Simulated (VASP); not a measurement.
OSZICAR of a VASP run on CoO (a trial cell in the CsCl structure, space group Pm-3m):

### OSZICAR
```
       N       E                     dE             d eps       ncg     rms          rms(c)
DAV:   1     0.903799027122E+02    0.90380E+02   -0.82044E+03    52   0.154E+03
DAV:   2    -0.872609087360E+01   -0.99106E+02   -0.79808E+02    57   0.270E+02
DAV:   3    -0.132960279446E+02   -0.45699E+01   -0.45162E+01    57   0.688E+01
DAV:   4    -0.133353116470E+02   -0.39284E-01   -0.39276E-01    57   0.638E+00
DAV:   5    -0.133361400091E+02   -0.82836E-03   -0.82836E-03    57   0.880E-01    0.181E+01
DAV:   6    -0.988986637529E+01    0.34463E+01   -0.43160E+01    57   0.746E+01    0.404E+01
DAV:   7    -0.911974731129E+01    0.77012E+00   -0.83629E+01    57   0.539E+01    0.137E+01
DAV:   8    -0.763123180600E+01    0.14885E+01   -0.75913E-01    57   0.129E+01    0.904E+00
DAV:   9    -0.683392917056E+01    0.79730E+00   -0.39043E-01    57   0.985E+00    0.708E+00
DAV:  10    -0.845500876160E+01   -0.16211E+01   -0.18186E+01    62   0.164E+01    0.378E+01
DAV:  11    -0.667392774242E+01    0.17811E+01   -0.20988E-01    57   0.691E+00    0.363E+01
DAV:  12    -0.722916625833E+01   -0.55524E+00   -0.39032E-02    57   0.265E+00    0.373E+01
DAV:  13    -0.711560846650E+01    0.11356E+00   -0.41746E+01    62   0.222E+01    0.105E+01
DAV:  14    -0.682945804709E+01    0.28615E+00   -0.86001E-02    52   0.328E+00    0.985E+00
DAV:  15    -0.672520164022E+01    0.10426E+00   -0.40662E-02    52   0.253E+00    0.874E+00
DAV:  16    -0.654840513886E+01    0.17680E+00   -0.92771E-02    62   0.397E+00    0.710E+00
DAV:  17    -0.643109294451E+01    0.11731E+00   -0.28070E-02    62   0.221E+00    0.633E+00
DAV:  18    -0.631633740478E+01    0.11476E+00   -0.17690E-02    62   0.205E+00    0.571E+00
DAV:  19    -0.630322837759E+01    0.13109E-01   -0.87988E-01    62   0.340E+00    0.246E+01
DAV:  20    -0.703039314658E+01   -0.72716E+00   -0.16312E+01    62   0.150E+01    0.876E+00
DAV:  21    -0.669912792882E+01    0.33127E+00   -0.78490E-02    57   0.459E+00    0.759E+00
DAV:  22    -0.633393418100E+01    0.36519E+00   -0.16386E-01    57   0.595E+00    0.583E+00
DAV:  23    -0.631959419338E+01    0.14340E-01   -0.10762E+00    62   0.396E+00    0.262E+01
DAV:  24    -0.776802643410E+01   -0.14484E+01   -0.30710E+01    62   0.237E+01    0.111E+01
DAV:  25    -0.669187628711E+01    0.10762E+01   -0.63005E-01    62   0.133E+01    0.733E+00
DAV:  26    -0.637641133473E+01    0.31546E+00   -0.10434E-01    52   0.473E+00    0.614E+00
DAV:  27    -0.623990475813E+01    0.13651E+00   -0.35010E-02    62   0.270E+00    0.530E+00
DAV:  28    -0.659592356444E+01   -0.35602E+00   -0.33341E+00    62   0.297E+00    0.360E+01
DAV:  29    -0.938256375564E+01   -0.27866E+01   -0.93202E+01    62   0.397E+01    0.150E+01
DAV:  30    -0.745386794075E+01    0.19287E+01   -0.10444E+00    62   0.178E+01    0.102E+01
DAV:  31    -0.700054053343E+01    0.45333E+00   -0.11263E-01    52   0.529E+00    0.881E+00
DAV:  32    -0.675973393133E+01    0.24081E+00   -0.53597E-02    62   0.335E+00    0.785E+00
DAV:  33    -0.642654251875E+01    0.33319E+00   -0.10810E-01    62   0.506E+00    0.637E+00
DAV:  34    -0.674856481895E+01   -0.32202E+00   -0.46913E+00    62   0.679E+00    0.365E+01
DAV:  35    -0.114053866764E+02   -0.46568E+01   -0.13316E+02    62   0.540E+01    0.188E+01
DAV:  36    -0.760003486187E+01    0.38054E+01   -0.30577E+00    62   0.297E+01    0.110E+01
DAV:  37    -0.668432311924E+01    0.91571E+00   -0.52211E-01    57   0.114E+01    0.766E+00
DAV:  38    -0.623061162731E+01    0.45371E+00   -0.29765E-01    62   0.797E+00    0.521E+00
DAV:  39    -0.843565805718E+01   -0.22050E+01   -0.16999E+01    57   0.817E+00    0.381E+01
DAV:  40    -0.132144742280E+02   -0.47788E+01   -0.15930E+02    62   0.669E+01    0.240E+01
DAV:  41    -0.121330690227E+02    0.10814E+01   -0.12418E+00    62   0.835E+00    0.196E+01
DAV:  42    -0.753932402204E+01    0.45937E+01   -0.42651E+00    52   0.351E+01    0.108E+01
DAV:  43    -0.653610516839E+01    0.10032E+01   -0.50965E-01    62   0.107E+01    0.827E+00
DAV:  44    -0.755033795109E+01   -0.10142E+01   -0.11226E+01    62   0.118E+01    0.367E+01
DAV:  45    -0.138167110259E+02   -0.62664E+01   -0.16244E+02    62   0.667E+01    0.248E+01
DAV:  46    -0.668454920545E+01    0.71322E+01   -0.26359E+01    57   0.502E+01    0.869E+00
DAV:  47    -0.619333911358E+01    0.49121E+00   -0.43750E-01    57   0.846E+00    0.485E+00
DAV:  48    -0.663990656418E+01   -0.44657E+00   -0.33213E-01    57   0.892E+00    0.885E+00
DAV:  49    -0.620995515363E+01    0.42995E+00   -0.29977E-01    62   0.791E+00    0.592E+00
DAV:  50    -0.807183170171E+01   -0.18619E+01   -0.14132E+01    57   0.668E+00    0.368E+01
DAV:  51    -0.128301768184E+02   -0.47583E+01   -0.15290E+02    62   0.638E+01    0.240E+01
DAV:  52    -0.647068592448E+01    0.63595E+01   -0.27231E+01    57   0.492E+01    0.835E+00
DAV:  53    -0.620041999625E+01    0.27027E+00   -0.22490E-01    52   0.573E+00    0.110E+01
DAV:  54    -0.703403626997E+01   -0.83362E+00   -0.70802E-01    62   0.137E+01    0.104E+01
DAV:  55    -0.620879773858E+01    0.82524E+00   -0.74318E-01    62   0.129E+01    0.639E+00
DAV:  56    -0.752061472009E+01   -0.13118E+01   -0.10251E+01    52   0.532E+00    0.361E+01
DAV:  57    -0.116403249829E+02   -0.41197E+01   -0.13897E+02    62   0.577E+01    0.206E+01
DAV:  58    -0.670390503152E+01    0.49364E+01   -0.77840E+00    62   0.425E+01    0.925E+00
DAV:  59    -0.640134646682E+01    0.30256E+00   -0.17488E-01    52   0.500E+00    0.778E+00
DAV:  60    -0.620302229207E+01    0.19832E+00   -0.97043E-02    62   0.484E+00    0.792E+00
DAV:  61    -0.713037931329E+01   -0.92736E+00   -0.10450E+00    62   0.151E+01    0.105E+01
DAV:  62    -0.634033442537E+01    0.79004E+00   -0.49863E-01    62   0.114E+01    0.725E+00
DAV:  63    -0.622303456768E+01    0.11730E+00   -0.76499E-02    52   0.387E+00    0.125E+01
DAV:  64    -0.744177411998E+01   -0.12187E+01   -0.15714E+00    62   0.189E+01    0.113E+01
DAV:  65    -0.641655569063E+01    0.10252E+01   -0.70419E-01    62   0.137E+01    0.743E+00
DAV:  66    -0.633120028713E+01    0.85355E-01   -0.17803E-02    52   0.174E+00    0.694E+00
DAV:  67    -0.645948847026E+01   -0.12829E+00   -0.23915E+00    57   0.456E+00    0.333E+01
DAV:  68    -0.112017702382E+02   -0.47423E+01   -0.11934E+02    62   0.516E+01    0.195E+01
DAV:  69    -0.675868532752E+01    0.44431E+01   -0.54747E+00    62   0.393E+01    0.902E+00
DAV:  70    -0.654176353628E+01    0.21692E+00   -0.10838E-01    52   0.356E+00    0.794E+00
DAV:  71    -0.633262617590E+01    0.20914E+00   -0.53411E-02    62   0.357E+00    0.679E+00
DAV:  72    -0.659248572694E+01   -0.25986E+00   -0.34400E+00    57   0.498E+00    0.354E+01
DAV:  73    -0.128302293312E+02   -0.62377E+01   -0.14855E+02    62   0.597E+01    0.238E+01
DAV:  74    -0.703567232479E+01    0.57946E+01   -0.21177E+01    62   0.408E+01    0.106E+01
DAV:  75    -0.626417519771E+01    0.77150E+00   -0.16461E+00    62   0.144E+01    0.205E+01
DAV:  76    -0.751173372187E+01   -0.12476E+01   -0.16341E+01    57   0.206E+01    0.119E+01
DAV:  77    -0.641048707809E+01    0.11012E+01   -0.83335E-01    62   0.149E+01    0.751E+00
DAV:  78    -0.633113499942E+01    0.79352E-01   -0.27495E-02    52   0.195E+00    0.696E+00
DAV:  79    -0.681720848613E+01   -0.48607E+00   -0.51530E+00    57   0.562E+00    0.358E+01
DAV:  80    -0.100515468668E+02   -0.32343E+01   -0.10971E+02    62   0.454E+01    0.176E+01
DAV:  81    -0.811768668105E+01    0.19339E+01   -0.85815E-01    62   0.158E+01    0.134E+01
DAV:  82    -0.761649845122E+01    0.50119E+00   -0.11346E-01    52   0.533E+00    0.118E+01
DAV:  83    -0.737344811001E+01    0.24305E+00   -0.38583E-02    62   0.284E+00    0.109E+01
DAV:  84    -0.656570350751E+01    0.80774E+00   -0.44242E-01    62   0.106E+01    0.777E+00
DAV:  85    -0.674004525754E+01   -0.17434E+00   -0.48879E+00    62   0.938E+00    0.360E+01
DAV:  86    -0.117757290454E+02   -0.50357E+01   -0.13856E+02    62   0.565E+01    0.211E+01
DAV:  87    -0.701330298907E+01    0.47624E+01   -0.63012E+00    62   0.384E+01    0.102E+01
DAV:  88    -0.622230424627E+01    0.79100E+00   -0.76678E-01    57   0.124E+01    0.622E+00
DAV:  89    -0.785828338681E+01   -0.16360E+01   -0.12849E+01    62   0.686E+00    0.368E+01
DAV:  90    -0.857980456357E+01   -0.72152E+00   -0.79595E+01    62   0.370E+01    0.146E+01
DAV:  91    -0.771415645510E+01    0.86565E+00   -0.29593E-01    57   0.890E+00    0.122E+01
DAV:  92    -0.658455470871E+01    0.11296E+01   -0.80282E-01    62   0.143E+01    0.786E+00
DAV:  93    -0.669259480749E+01   -0.10804E+00   -0.45576E+00    62   0.975E+00    0.360E+01
DAV:  94    -0.136895316465E+02   -0.69969E+01   -0.15666E+02    62   0.630E+01    0.247E+01
DAV:  95    -0.671928869343E+01    0.69702E+01   -0.25052E+01    62   0.479E+01    0.963E+00
DAV:  96    -0.621474510554E+01    0.50454E+00   -0.46251E-01    52   0.870E+00    0.661E+00
DAV:  97    -0.774737167340E+01   -0.15326E+01   -0.12027E+01    62   0.648E+00    0.365E+01
DAV:  98    -0.116698839705E+02   -0.39225E+01   -0.13970E+02    62   0.585E+01    0.232E+01
DAV:  99    -0.738022840011E+01    0.42897E+01   -0.16234E+01    62   0.320E+01    0.126E+01
DAV: 100    -0.619911995676E+01    0.11811E+01   -0.12917E+00    57   0.179E+01
   1 F= -.61991200E+01 E0= -.61974311E+01  d E =-.337766E-02  mag=     3.0009
```

Problem. Which electronic solver shows in the log?

Solution. It is blocked Davidson (ALGO = Normal, or the opening steps of other solvers). The INCAR had ALGO = Normal.

Problem. How was spin treated?

Solution. Collinear spin (ISPIN = 2): the summary line carries one mag value, 3.00 μB in the cell.

Problem. Can the final energy be trusted as converged?

Solution. Convergence was not reached. It stopped with EDIFF = 1E-6, NELM = 100 (PBE GGA, plane waves, VASP's PBE PAW potentials (set 64)). The moments were started parallel, and other spin orders were not tried in this run.

The structure was generated: CoO was put into the CsCl type (Pm-3m), which need not be its known phase. The cell was not relaxed at this level. The k-mesh is coarse (spacing up to 2.51 per Å, 2π included), so the numbers may not be converged in it.
